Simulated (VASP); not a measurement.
Crystal: V.

```
V
1.0
    -1.51294    1.51294    1.51294
     1.51294   -1.51294    1.51294
     1.51294    1.51294   -1.51294
V
1
Cartesian
  0.0000 0.0000 0.0000
```

| Item | Value |
| --- | --- |
| Program | VASP 6.6.1 |
| Task | relaxation of cell and atoms |
| Functional | r2SCAN |
| Potentials or basis | VASP PAW PBE potentials, release 64 (V_sv) |
| Cutoff | 600 eV |
| k mesh | 20 × 20 × 20 |
| Occupations | gaussian, width 0.1 eV |
| Spin | no spin polarisation |

At the start: pressure -7.3 GPa; volume 13.85 Å³/atom.

Where does the relaxation end?

Over 4 steps the energy falls by 12.9 meV/atom and the volume is 13.30 Å³/atom (-4.0 %); space group Im-3m (No. 229, to 0.05 Å).

The path:
```
step  energy change (eV)  largest force (eV/Å)  pressure (GPa)  volume (Å³)
   1              0.0000                0.0000           -7.29        13.85
   2              0.0098                0.0000           11.19        12.63
   3             -0.0129                0.0000           -0.10        13.31
   4             -0.0129                0.0000            0.05        13.30
```

Final structure:
```yaml
crystal:
  lattice:
    - [-1.49254, 1.49254, 1.49254]
    - [1.49254, -1.49254, 1.49254]
    - [1.49254, 1.49254, -1.49254]
  atoms:
    - { symbol: V, position: [0.00000, 0.00000, 0.00000] }
```

Caveat: the PAW data sets were made with another functional, which shifts forces and pressure a little.
